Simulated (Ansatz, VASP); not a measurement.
Two plane-wave programs on KMgBr3

Contents of POSCAR:

```
KMgBr3
1.0
    5.3031670886      0.0000000000      0.0000000000
    0.0000000000      5.3031670886      0.0000000000
    0.0000000000      0.0000000000      5.3031670886
K Mg Br
1 1 3
Direct
    0.0000000000      0.0000000000      0.0000000000
    0.5000000000      0.5000000000      0.5000000000
    0.5000000000      0.5000000000      0.0000000000
    0.5000000000      0.0000000000      0.5000000000
    0.0000000000      0.5000000000      0.5000000000
```

INCAR.step1

```
SYSTEM = KMgBr3
PREC = Accurate ; ENCUT = 520
ISMEAR = 0 ; SIGMA = 0.01
LREAL = .False. ; LASPH = .True.
NELM = 100 ; NBANDS = 24
GGA = PE ; ALGO = Normal
EDIFF = 1E-4 ; LWAVE = .True.
LCHARG = .False.
```

The input INCAR.step2:

```
SYSTEM = KMgBr3
PREC = Accurate ; ENCUT = 520
EDIFF = 1E-7 ; ISMEAR = 0
SIGMA = 0.01 ; LREAL = .False.
LASPH = .True. ; NELM = 100
ALGO = Normal ; ISIF = 2
LWAVE = .False. ; LCHARG = .True.
METAGGA = R2SCAN ; LMIXTAU = .True.
LELF = .True. ; LVHAR = .True.
NBANDS = 24 ; ISTART = 1
```

The input KPOINTS:

```
Automatic mesh
0
Gamma
  6 6 6
  0 0 0
```

Input for Ansatz:

```yaml
crystal:
  lattice:
    - [5.3031670886, 0.0, 0.0]
    - [0.0, 5.3031670886, 0.0]
    - [0.0, 0.0, 5.3031670886]
  atoms:
    - { symbol: K, position: [0.0, 0.0, 0.0] }
    - { symbol: Mg, position: [0.5, 0.5, 0.5] }
    - { symbol: Br, position: [0.5, 0.5, 0.0] }
    - { symbol: Br, position: [0.5, 0.0, 0.5] }
    - { symbol: Br, position: [0.0, 0.5, 0.5] }
kpoints:
  mp_grid: { grid: [6, 6, 6] }
  band_path:
    path: [[0.0, 0.0, 0.0], [0.0, 0.5, 0.0], [0.5, 0.5, 0.0], [0.5, 0.5, 0.5]]
    npoints: 1
hamiltonian:
  xc: r2scan
scf:
  occupations: { method: fixed }
  n_extra_bands: 5
output:
  forces: true
  stress: true
  eigenvalues: true
  write_density: true
  write_potential: true
  elf: true
  volumetric_format: npy
```

The cell was built by a generator and needn't be a form met in nature.

Alike in both runs: task single point; functional r2SCAN; k mesh 6 × 6 × 6; no spin polarisation.

```csv
,VASP,Ansatz
version,VASP 6.6.1,Ansatz 0.2.0
potentials or method,"VASP PAW PBE potentials, release 64 (K_sv, Mg, Br)","plane waves, PAW"
plane-wave cutoff (eV),520,500
occupations,"gaussian, width 0.01 eV",fixed
valence electrons in the cell,32,40
```

VASP gave:

| Property | Result |
| --- | --- |
| gap on the k mesh at the Fermi level (eV) | 3.57 |
| pressure (GPa) | -0.1 |

Task: What did Ansatz give for the same quantities?

Result: gap on the k mesh at the Fermi level (eV): 3.61; pressure (GPa): 0.0.

The two sets of potentials don't hold the same shells in valence.

Caveats: the PAW data sets were made with another functional, which shifts forces and pressure a little (VASP). r2SCAN opens gaps a little over a GGA but as a rule still falls short of measured ones. A k mesh can miss the band edges.
